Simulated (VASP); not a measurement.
An input for Ansatz (written as the equivalent of a VASP run, and not itself run):

Ansatz 0.2 input:
```yaml
crystal:
  lattice:
    - [0.0000000, 2.3274354, 2.3274354]
    - [2.3274354, 0.0000000, 2.3274354]
    - [2.3274354, 2.3274354, 0.0000000]
  atoms:
    - { symbol: Cd, position: [0.0000000, 0.0000000, 0.0000000] }
    - { symbol: O, position: [0.5000000, 0.5000000, 0.5000000] }
kpoints:
  mp_grid: { grid: [13, 13, 13] }
hamiltonian:
  xc: lda
  pseudopotentials: { kind: paw }
scf:
  occupations: { method: methfessel_paxton, width: 0.1 }
  max_iter: 100
output: { forces: true, stress: true, eigenvalues: true }
```

Task: Translate this input to VASP (INCAR, KPOINTS, POSCAR, choice of POTCAR).

Result: Several could match; the one computed here: 
INCAR:
```
SYSTEM = CdO
PREC = Accurate; ENCUT = 520; LREAL = .FALSE.
LASPH = .TRUE.
EDIFF = 1E-7; NELM = 100; ALGO = Normal
LMAXMIX = 4
ISMEAR = 1; SIGMA = 0.1
ISIF = 2
LWAVE = .FALSE.; LCHARG = .FALSE.
```

KPOINTS:
```
Automatic mesh
0
Gamma
13 13 13
0 0 0
```

File POSCAR:
```
CdO
1
    0.0000000000     2.3274353850     2.3274353850
    2.3274353850     0.0000000000     2.3274353850
    2.3274353850     2.3274353850     0.0000000000
Cd O
1 1
Direct
  0.0000000000   0.0000000000   0.0000000000
  0.5000000000   0.5000000000   0.5000000000
```

POTCAR, in this order: Cd O (LDA.64 set). Program: vasp_std.

Limits of the translation: each code has its own PAW files, so the cut-off isn't converted (ENCUT is set for VASP's; basis.ecutwfc is left out, and Ansatz then takes the one that its files recommend); Ansatz stops its SCF on the density residual and VASP on the energy change (EDIFF); Ansatz's lda is the Perdew-Wang form, while the LDA potentials of VASP carry Perdew-Zunger's.

The compound is CdO in the rock salt structure. It was relaxed first.
